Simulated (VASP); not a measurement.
An input for Quantum ESPRESSO's pw.x (written as the equivalent of a VASP run, and not itself run):

```
&CONTROL
  calculation = 'scf'
  pseudo_dir = './pseudo'
  outdir = './out'
  tprnfor = .true.
  tstress = .true.
/
&SYSTEM
  ibrav = 0
  nat = 4
  ntyp = 1
  ecutwfc = 78
  occupations = 'smearing'
  smearing = 'gaussian'
  degauss = 0.00735
  input_dft = 'pz'
/
&ELECTRONS
  conv_thr = 7.3e-08
  electron_maxstep = 100
/
ATOMIC_SPECIES
  Ge 72.630 Ge.upf
CELL_PARAMETERS angstrom
     0.0000000    2.8320650    2.8320650
     2.8320650    0.0000000    2.8320650
     2.8320650    2.8320650    0.0000000
ATOMIC_POSITIONS crystal
  Ge   0.6250000  0.6250000  0.6250000
  Ge   0.1250000  0.6250000  0.6250000
  Ge   0.6250000  0.6250000  0.1250000
  Ge   0.6250000  0.1250000  0.6250000
K_POINTS automatic
  5 5 5 0 0 0
```

**Question.** Translate this input to VASP (INCAR, KPOINTS, POSCAR, choice of POTCAR).

**Answer.** This is not unique; one that fits is 
POSCAR:
```
Ge
1
    0.0000000000     2.8320650000     2.8320650000
    2.8320650000     0.0000000000     2.8320650000
    2.8320650000     2.8320650000     0.0000000000
Ge
4
Direct
  0.6250000000   0.6250000000   0.6250000000
  0.1250000000   0.6250000000   0.6250000000
  0.6250000000   0.6250000000   0.1250000000
  0.6250000000   0.1250000000   0.6250000000
```

### INCAR
```
# general
SYSTEM  = Ge
PREC    = Accurate
ENCUT   = 300
LREAL   = .FALSE.   # projection in real space or not
LASPH   = .TRUE.   # aspherical one-centre terms

# electronic loop
EDIFF   = 1E-6   # SCF stop (eV)
NELM    = 100
ALGO    = Normal   # blocked Davidson
LMAXMIX = 4   # l cut-off of mixed one-centre charges

# smearing
ISMEAR  = 0
SIGMA   = 0.1

# ions
ISIF    = 2   # forces and stress, cell fixed

# output
LWAVE   = .FALSE.
LCHARG  = .FALSE.
```

### KPOINTS
```
Automatic mesh
0
Gamma
5 5 5
0 0 0
```

POTCAR, in this order: Ge_d (LDA.64 set). Program: vasp_std.

What does not carry over: the potentials are each code's own (VASP's PAW set, PseudoDojo norm-conserving files in pw.x), so ENCUT and ecutwfc are chosen apart and not converted; conv_thr bounds pw.x's estimated SCF error, while EDIFF bounds the energy change between steps.

The structure comes from a measured Ge entry of the Crystallography Open Database, whose conditions weren't checked. The cell was not relaxed at this level. The k-mesh is coarse (spacing up to 0.38 per Å, 2π included), so the numbers may not be converged in it. The run is one of a series of settings (GGA removed, POTCAR Ge_d (LDA.64 set) against the base run), some of them coarse on purpose.
